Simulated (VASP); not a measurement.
OSZICAR of a VASP run on HfO2 (fluorite):

File OSZICAR:
```
       N       E                     dE             d eps       ncg     rms          rms(c)
DAV:   1     0.815489188529E+02    0.81549E+02   -0.12539E+04   870   0.141E+03
DAV:   2    -0.421485017817E+02   -0.12370E+03   -0.12157E+03  1122   0.306E+02
DAV:   3    -0.452478817693E+02   -0.30994E+01   -0.30977E+01  1080   0.495E+01
DAV:   4    -0.452589797118E+02   -0.11098E-01   -0.11097E-01  1136   0.321E+00
DAV:   5    -0.452590464377E+02   -0.66726E-04   -0.66725E-04  1080   0.217E-01    0.660E+01
DAV:   6    -0.148327306828E+02    0.30426E+02   -0.16608E+01   961   0.440E+01    0.486E+01
DAV:   7    -0.311929906458E+02   -0.16360E+02   -0.55968E+00   870   0.313E+01    0.125E+01
DAV:   8    -0.163195376587E+02    0.14873E+02   -0.75977E+00   870   0.294E+01    0.140E+01
DAV:   9    -0.177002434085E+02   -0.13807E+01   -0.54909E+00   954   0.190E+01    0.316E+00
DAV:  10    -0.180822507245E+02   -0.38201E+00   -0.10970E-01  1108   0.378E+00    0.285E+00
DAV:  11    -0.183205634860E+02   -0.23831E+00   -0.18888E-01   877   0.460E+00    0.148E+00
DAV:  12    -0.183283612427E+02   -0.77978E-02   -0.33684E-02  1122   0.149E+00    0.166E+00
DAV:  13    -0.183593452050E+02   -0.30984E-01   -0.20796E-01   870   0.486E+00    0.137E+00
DAV:  14    -0.183590205819E+02    0.32462E-03   -0.52229E-03   989   0.708E-01    0.136E+00
DAV:  15    -0.183569648877E+02    0.20557E-02   -0.17691E-03  1031   0.328E-01    0.867E-01
DAV:  16    -0.183573230375E+02   -0.35815E-03   -0.57035E-03   870   0.645E-01    0.849E-02
DAV:  17    -0.183573439395E+02   -0.20902E-04   -0.44134E-04  1066   0.202E-01    0.157E-01
DAV:  18    -0.183573293325E+02    0.14607E-04   -0.22095E-04   968   0.149E-01    0.124E-01
DAV:  19    -0.183572962171E+02    0.33115E-04   -0.38969E-05   898   0.706E-02    0.384E-02
DAV:  20    -0.183572982405E+02   -0.20234E-05   -0.44545E-05   940   0.546E-02    0.163E-02
DAV:  21    -0.183572978732E+02    0.36728E-06   -0.24783E-06  1038   0.130E-02    0.548E-03
DAV:  22    -0.183572984157E+02   -0.54253E-06   -0.34377E-07   982   0.537E-03    0.871E-04
DAV:  23    -0.183572983736E+02    0.42137E-07   -0.52025E-08   589   0.255E-03
   1 F= -.18357298E+02 E0= -.18357298E+02  d E =-.524997E-17
```

**Question.** Which electronic solver shows in the log?

**Answer.** It is blocked Davidson (ALGO = Normal, or the opening steps of other solvers). The INCAR had ALGO = Normal.

**Question.** Can the final energy be trusted as converged?

**Answer.** Self-consistency was reached. It stopped with EDIFF = 1E-7, NELM = 100 (MS2 meta-GGA, plane waves, VASP's PBE PAW potentials (set 64)).

The compound is HfO2 in the fluorite structure, the high-temperature cubic form, which is unstable at 0 K; the monoclinic form is the stable one. This cell is one point of a volume scan, at 0.94 of the reference volume.
